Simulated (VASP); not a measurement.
Energy against volume of CsI (CsCl type). These are vdW-DF2, VASP's PBE PAW potentials (set 64) (plane waves; VASP) values and carry that method's errors. Numerical set-up: 520 eV cut-off, 6×6×6 Γ-centred mesh, Gaussian smearing of 0.050 eV, potentials Cs_sv I.

```
V (Å³/atom)  E (eV/atom)
-----------  -----------
48.651          -0.54076
50.204          -0.54706
51.756          -0.54901
53.309          -0.54732
```

Q: Fit these four points and predict the energy of the run at 54.862 Å³/atom.

A: A cubic in V^(−2/3), the third-order Birch-Murnaghan form, passes through the four points with V0 = 51.77 Å³/atom and B0 = 12 GPa, and gives -0.5426 eV/atom there. The run gave -0.5426 eV/atom, -0.0 meV/atom from the fit; all five points give B0 = 12 GPa.

The compound is CsI in the CsCl type structure. It was relaxed first, which changed the volume by +8 %.
